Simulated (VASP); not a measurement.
An input for Quantum ESPRESSO's pw.x (written as the equivalent of a VASP run, and not itself run):

```
&CONTROL
  calculation = 'vc-relax'
  pseudo_dir = './pseudo'
  outdir = './out'
  tprnfor = .true.
  tstress = .true.
  nstep = 60
  forc_conv_thr = 0.00078
/
&SYSTEM
  ibrav = 0
  nat = 10
  ntyp = 2
  ecutwfc = 80
  occupations = 'smearing'
  smearing = 'gaussian'
  degauss = 0.003675
  input_dft = 'pbesol'
/
&ELECTRONS
  conv_thr = 7.3e-08
  electron_maxstep = 100
/
&IONS
/
&CELL
/
ATOMIC_SPECIES
  Ga 69.723 Ga.upf
  S 32.060 S.upf
CELL_PARAMETERS angstrom
     5.5576605   -3.1919418   -0.0053466
     5.5576605    3.1919418   -0.0053466
    -3.6030975    0.0000000    5.9839967
ATOMIC_POSITIONS crystal
  Ga   0.7316725  0.8631418  0.3804175
  Ga   0.8631418  0.7316725  0.8804175
  Ga   0.3587589  0.5542890  0.3707180
  Ga   0.5542890  0.3587589  0.8707180
  S    0.7555898  0.5623864  0.4940093
  S    0.5623864  0.7555898  0.9940093
  S    0.4062694  0.2379926  0.4851940
  S    0.2379926  0.4062694  0.9851940
  S    0.9169447  0.0909549  0.0206513
  S    0.0909549  0.9169447  0.5206513
K_POINTS automatic
  4 4 4 0 0 0
```

Translate this input to VASP (INCAR, KPOINTS, POSCAR, choice of POTCAR).

One answer among several that fit: 
POSCAR:
```
Ga2S3
1
    5.5576604739    -3.1919418098    -0.0053466218
    5.5576604739     3.1919418098    -0.0053466218
   -3.6030974947     0.0000000000     5.9839967453
Ga S
4 6
Direct
  0.7316725089   0.8631417620   0.3804174634
  0.8631417620   0.7316725089   0.8804174634
  0.3587589426   0.5542890154   0.3707180134
  0.5542890154   0.3587589426   0.8707180134
  0.7555897716   0.5623863607   0.4940093170
  0.5623863607   0.7555897716   0.9940093170
  0.4062694265   0.2379925981   0.4851939527
  0.2379925981   0.4062694265   0.9851939527
  0.9169447057   0.0909549083   0.0206512535
  0.0909549083   0.9169447057   0.5206512535
```

**KPOINTS**
```
Automatic mesh
0
Gamma
4 4 4
0 0 0
```

INCAR:
```
! general
SYSTEM   =  Ga2S3
PREC     =  Accurate
ENCUT    =  400   ! plane-wave cut-off (eV)
LREAL    =  .FALSE.
LASPH    =  .TRUE.

! electronic loop
EDIFF    =  1E-6   ! SCF stop (eV)
NELM     =  100
ALGO     =  Normal   ! blocked Davidson
LMAXMIX  =  4   ! l cut-off of mixed one-centre charges

! smearing
ISMEAR   =  0
SIGMA    =  0.05

! functional
GGA      =  PS   ! PBEsol

! ions
IBRION   =  2
NSW      =  60
ISIF     =  3
EDIFFG   =  -0.02   ! ionic stop

! output
LWAVE    =  .FALSE.
LCHARG   =  .FALSE.
```

POTCAR, in this order: Ga_d S (PBE.64 set). Program: vasp_std.

The two are equivalent in intent, not identical: the potentials are each code's own (VASP's PAW set, PseudoDojo norm-conserving files in pw.x), so ENCUT and ecutwfc are chosen apart and not converted; conv_thr bounds pw.x's estimated SCF error, while EDIFF bounds the energy change between steps; forc_conv_thr acts on force components and is met together with etot_conv_thr.

The structure comes from a computed database's Ga2S3 entry (Cc); how it stands against other phases isn't given here. This run relaxes it. Symmetry was kept, so distortions that lower it aren't found. The start is the result of an earlier pass.
